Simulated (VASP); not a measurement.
Here is the system:

```
PbSe
1.0
    0.00000     3.10720     3.10720
    3.10720     0.00000     3.10720
    3.10720     3.10720     0.00000
Pb Se
1 1
Cartesian
  0.00000   0.00000   0.00000
  3.10720   3.10720   3.10720
```

Method: PBE GGA, VASP's PBE PAW potentials (set 64) (plane waves; VASP 6.6.1). Settings: 400 eV cut-off, Gaussian smearing of 0.050 eV, potentials Pb_d Se.

Unless said otherwise, spin-orbit coupling is left out, though it shifts the bands of the heavy elements here.

**Question.** Give the energies of bands 7 to 13 at the high-symmetry points, in eV from the valence-band maximum.

**Answer.** 
```csv
band,Γ,X,U,L,W
7,-6.34,-7.28,-7.84,-8.53,-7.83
8,-1.64,-4.58,-4.19,-1.27,-3.86
9,-1.64,-2.92,-2.44,-1.27,-3.86
10,-1.64,-2.92,-2.18,0.00,-0.68
11,4.64,3.92,3.40,0.43,1.96
12,4.64,5.47,3.98,1.82,4.95
13,4.64,5.47,5.35,1.82,4.95
```

The gap is direct, 0.43 eV, from the valence maximum at L to the conduction minimum at L.

The structure was generated: PbSe was put into the rock salt type (Fm-3m), which need not be its known phase. It was relaxed first, which changed the volume by +27 %.
